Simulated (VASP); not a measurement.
**BBr2: relaxation of cell and atoms with PBE**

BBr2:

```xyz
3
Lattice="3.1854 1.8391 2.2596 -3.1854 1.8391 2.2596 0.0000 -3.6782 2.2596" Properties=species:S:1:pos:R:3 pbc="T T T"
B     0.0000    0.0000    0.0000
Br    0.0000    0.0000    4.8825
Br    0.0000    0.0000    1.8965
```

The cell was built by a generator and needn't be a form met in nature.

* Program: VASP 6.6.1
* Task: relaxation of cell and atoms
* Functional: PBE
* Potentials or basis: VASP PAW PBE potentials, release 64 (B, Br)
* Cutoff: 600 eV
* k mesh: 6 × 6 × 6
* Occupations: gaussian, width 0.05 eV
* Spin: no spin polarisation
* Further INCAR settings: ALGO = Normal; EDIFF = 1e-07; IBRION = 2; EDIFFG = -0.01; NSW = 60; ISIF = 3

* Relaxed volume: 29.74 Å³/atom
* Relaxed cell: a = 4.474 Å, b = 4.474 Å, c = 4.474 Å, α = 87.14°, β = 87.14°, γ = 87.14°
* Space group after relaxing (to 0.05 Å): R-3m (No. 166)
* Energy gained by relaxing: 112.7 meV/atom
* Ionic steps: 26
* Pressure after relaxing: 0.0 GPa
* Band gap on the k mesh: none (metal or under the smearing width)

Step by step:
| step | energy change (eV) | largest force (eV/Å) | pressure (GPa) | volume (Å³) |
| --- | --- | --- | --- | --- |
| 1 | 0.0000 | 1.6040 | -1.35 | 79.43 |
| 2 | 0.0309 | 1.6329 | 6.50 | 76.84 |
| 3 | -0.1079 | 0.4761 | 1.52 | 78.09 |
| 4 | -0.1748 | 0.1910 | 1.16 | 79.98 |
| 5 | -0.2442 | 0.2950 | 1.13 | 83.81 |
| 6 | -0.2351 | 1.3880 | 2.58 | 91.59 |
| 7 | -0.2630 | 1.0939 | 1.92 | 92.65 |
| 8 | -0.3098 | 0.3220 | 0.25 | 95.83 |
| 9 | -0.3155 | 0.0032 | -0.44 | 97.36 |
| 10 | -0.3155 | 0.0278 | -0.49 | 97.48 |
| 11 | -0.3161 | 0.0274 | -0.49 | 97.37 |
| 12 | -0.3179 | 0.0262 | -0.48 | 97.02 |
| 13 | -0.3212 | 0.0238 | -0.45 | 96.33 |
| 14 | -0.3271 | 0.0201 | -0.39 | 94.96 |
| 15 | -0.3354 | 0.0107 | -0.23 | 92.23 |
| 16 | -0.3325 | 0.0224 | 0.28 | 86.86 |
| 17 | -0.3378 | 0.0004 | -0.07 | 90.22 |
| 18 | -0.3378 | 0.0019 | -0.05 | 89.95 |
| 19 | -0.3378 | 0.0027 | -0.04 | 89.81 |
| 20 | -0.3378 | 0.0604 | 0.09 | 89.67 |
| 21 | -0.3378 | 0.0213 | 0.01 | 89.76 |
| 22 | -0.3379 | 0.0202 | 0.01 | 89.71 |
| 23 | -0.3380 | 0.0171 | 0.01 | 89.54 |
| 24 | -0.3381 | 0.0115 | 0.02 | 89.21 |
| 25 | -0.3377 | 0.0987 | -0.22 | 89.32 |
| 26 | -0.3381 | 0.0016 | 0.00 | 89.22 |

Final structure:
```cif
data_structure
_symmetry_space_group_name_H-M 'P 1'
_symmetry_Int_Tables_number 1
_cell_length_a 4.4738
_cell_length_b 4.4738
_cell_length_c 4.4738
_cell_angle_alpha 87.138
_cell_angle_beta 87.138
_cell_angle_gamma 87.138
_cell_volume 89.22
loop_
_atom_site_label
_atom_site_type_symbol
_atom_site_fract_x
_atom_site_fract_y
_atom_site_fract_z
_atom_site_occupancy
B1 B 0.00000 0.00000 0.00000 1
Br1 Br 0.77513 0.77513 0.77513 1
Br2 Br 0.22487 0.22487 0.22487 1
```

Levels at points of the mesh, in eV from the Fermi level:
| k point | band 6 | band 7 | band 8 | band 9 | band 10 | band 11 |
| --- | --- | --- | --- | --- | --- | --- |
| (0.00, 0.00, 0.00) | -5.50 | -4.75 | -4.75 | -0.24 | -0.24 | 0.05 |
| (0.50, 0.00, 0.00) | -5.09 | -4.97 | -4.94 | -0.60 | 1.24 | 1.71 |
| (0.50, 0.50, 0.00) | -5.20 | -5.18 | -4.08 | 0.04 | 1.10 | 1.35 |
| (0.50, 0.50, 0.50) | -6.41 | -4.95 | -4.95 | 1.68 | 1.68 | 2.43 |

It took 9.1 min on 1 thread of Intel(R) Xeon(R) Platinum 8259CL CPU @ 2.50GHz (Skylake/Cascade Lake), with other jobs on the host, peak memory 0.23 GiB.

Caveat: an odd number of electrons without spin polarisation forces a metal; a magnetic or distorted state may lie lower.
